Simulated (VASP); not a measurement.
Calculation: r2SCAN meta-GGA, VASP's PBE PAW potentials (set 64) (plane waves; VASP).

A VASP calculation is set up with these files.

File POSCAR:
```
AuAl2(110) slab
1
    4.2426410000     0.0000000000     0.0000000000
    0.0000000000     6.0000000000     0.0000000000
    0.0000000000     0.0000000000    27.7279220000
Al Au
12 6
Direct
  0.5000000000   0.2516023981   0.3083038673
  0.0000000000   0.2509586805   0.3851873587
  0.0000000000   0.7490413195   0.3851873587
  0.5000000000   0.7483976019   0.3083038673
  0.5000000000   0.2501955649   0.4621507848
  0.0000000000   0.2498044351   0.5378492152
  0.0000000000   0.7501955649   0.5378492152
  0.5000000000   0.7498044351   0.4621507848
  0.5000000000   0.2490413195   0.6148126413
  0.0000000000   0.2483976019   0.6916961327
  0.0000000000   0.7516023981   0.6916961327
  0.5000000000   0.7509586805   0.6148126413
  0.0000000000   0.0000000000   0.3100217985
  0.5000000000   0.5000000000   0.3855311987
  0.0000000000   0.0000000000   0.4613862313
  0.5000000000   0.5000000000   0.5386137687
  0.0000000000   0.0000000000   0.6144688013
  0.5000000000   0.5000000000   0.6899782015
```

### INCAR
```
SYSTEM = AuAl2(110) slab
PREC = Normal; ENCUT = 400; LREAL = Auto
LASPH = T
EDIFF = 1E-6; NELM = 100; NELMIN = 4
ALGO = Normal; LMAXMIX = 6; LMIXTAU = T
ISMEAR = 1; SIGMA = 0.1
METAGGA = R2SCAN
LWAVE = F; LCHARG = F; LORBIT = 11
LVHAR = T
DIPOL = 0.5 0.5 0.5
LDIPOL = T; IDIPOL = 3
```

### KPOINTS
```
Automatic mesh
0
Gamma
7 5 1
0 0 0
```

POTCAR, in this order: Al Au (PBE.64 set). Program: vasp_std. Read from the step before: WAVECAR.

Unless said otherwise, spin-orbit coupling is left out, though it shifts the bands of the heavy elements here.

Question: Predict the energy per atom (σ→0), band gap (on the k-mesh).

Answer: 
```
Item                                                        Result
------------------------  ----------------------------------------
energy per atom (σ→0)                              -21.613 eV/atom
band gap (on the k-mesh)  none (metal, semimetal or under 0.01 eV)
```

File OSZICAR:
```
       N       E                     dE             d eps       ncg     rms          rms(c)
DAV:   1    -0.389030804996E+03   -0.38903E+03   -0.65096E-06  1098   0.139E-02    0.380E-04
DAV:   2    -0.389030803726E+03    0.12698E-05   -0.33904E-07  1016   0.387E-03    0.249E-04
DAV:   3    -0.389030804693E+03   -0.96736E-06   -0.26278E-07   926   0.340E-03    0.148E-04
DAV:   4    -0.389030804822E+03   -0.12844E-06   -0.15168E-07   913   0.241E-03
   1 F= -.38903080E+03 E0= -.38902959E+03  d E =-.363935E-02
```

The cell is a thin slab with vacuum, built from AuAl2 (fluorite): (110) face.
